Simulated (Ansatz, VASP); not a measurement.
**Two plane-wave programs on NbAgC3**

```
Nb Ag C
1.0
     4.39385    0.00000    0.00000
     0.00000    4.39385    0.00000
     0.00000    0.00000    4.39385
Nb Ag C
1 1 3
Cartesian
  0.0000 0.0000 0.0000
  2.1969 2.1969 2.1969
  2.1969 2.1969 0.0000
  2.1969 0.0000 2.1969
  0.0000 2.1969 2.1969
```

Change from the starting cell: species swapped into the CsPbBr3 type (Pm-3m, No. 221).

Alike in both runs: task single point; functional PBE; k mesh 4 × 4 × 4; occupations gaussian, width 0.1 eV; no spin polarisation.

|  | VASP | Ansatz |
| --- | --- | --- |
| version | VASP 6.6.1 | Ansatz 0.2.0 |
| potentials or method | VASP PAW PBE potentials, release 64 (Nb_sv, Ag, C) | scalar-relativistic, plane waves, PAW |
| plane-wave cutoff (eV) | 520 | 420 |
| valence electrons in the cell | 36 | 44 |

|  | VASP | Ansatz | Ansatz less VASP |
| --- | --- | --- | --- |
| gap on the k mesh at the Fermi level (eV) | none | none | - |
| pressure (GPa) | -21.8 | -21.8 | +0.01 |

A gap of «none» marks a metal or a gap that the smearing closes. The two sets of potentials don't hold the same shells in valence.

Caveats: so large a pressure means that the cell lies far from this level's equilibrium, or that cutoff or potentials fall short (VASP).
